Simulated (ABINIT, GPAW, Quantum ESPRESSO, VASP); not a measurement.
# Code comparison for TeSe2 (C2, 3 atoms in the cell)

Self-consistent single point.

```
TeSe2
1.0
    4.09532    -2.21342     0.00000
    4.09532     2.21342     0.00000
   -0.14833     0.00000     5.35087
Te Se
1 2
Cartesian
  4.02116  -1.12344   2.67544
  3.07766   1.66843   4.49602
  4.96465   1.66843   0.85486
```

All programs got the same cell, k-point mesh and kind of occupations (in ABINIT's words: ngkpt = 6 6 4; nshiftk = 1; shiftk = 0 0 0); potentials, basis and cutoffs are each program's usual ones.

| code | model | pressure (GPa) | largest force (eV/Å) | gap on the mesh (eV) | cutoff |
|---|---|---|---|---|---|
| ABINIT | LDA (PW92), norm-conserving pseudopotentials (PseudoDojo nc-sr-04 LDA standard) | -3.98 | 0.231 | 0.727 | 1170 eV |
| GPAW | LDA (Perdew-Wang 92), GPAW PAW datasets LDA (gpaw-data 1.0.1) | -4.15 | 0.258 | 0.721 | 550 eV |
| Quantum ESPRESSO | LDA (PZ), GBRV 1.5 ultrasoft (LDA) pseudopotentials | -3.83 | 0.188 | 0.724 | 40 Ry |
| VASP | LDA (PZ), VASP's LDA PAW potentials (set 64) | -3.86 | 0.205 | 0.724 | 300 eV |

Size of the force on each atom (eV/Å): Sizes of forces hide their directions.

```json
[
 {"code": "ABINIT", "Te1": "0.150", "Se2": "0.231", "Se3": "0.231"},
 {"code": "GPAW", "Te1": "0.202", "Se2": "0.258", "Se3": "0.258"},
 {"code": "Quantum ESPRESSO", "Te1": "0.047", "Se2": "0.188", "Se3": "0.188"},
 {"code": "VASP", "Te1": "0.130", "Se2": "0.205", "Se3": "0.205"}
]
```

Gaps are read on the mesh.

The spread over the programs that give each value: pressure within 0.32 GPa; largest force within 0.070 eV/Å; gap on the mesh within 0.006 eV.

The starting cell comes from a database of computed structures (which also holds hypothetical and non-ambient phases and stackings), without a prior relaxation at this level. Its lattice was rescaled by a random factor within 2.5 % of one. On ABINIT's run: Spin-orbit coupling is off. In the base run, with a pressure of about -4 GPa the cell is away from its equilibrium volume at this level.

**Question.** Why do the programs differ, and what cannot be compared?

**Answer.** Differences of this kind can come from the potentials, where these differ, and from what each basis and cutoff leave unconverged. The valence holds different numbers of electrons (ABINIT 48, GPAW 18, Quantum ESPRESSO 18, VASP 18). The zero of total energies and Fermi levels follows the potentials and each program's conventions, so they are not compared here. The same LDA comes in different parametrisations, which differ slightly. In the force vectors, Quantum ESPRESSO (by 0.093) lies more than 0.08 eV/Å from the median of the plane-wave programs.

VASP's run is marked for a possible Pulay error in its stress at this cutoff; no cutoff test was made.

VASP ran the fixed occupations as a Gaussian smearing of 0.01 eV.

Left out of this page: Ansatz, CP2K, Elk, FLEUR and SIESTA (not drawn, or without a comparable value).
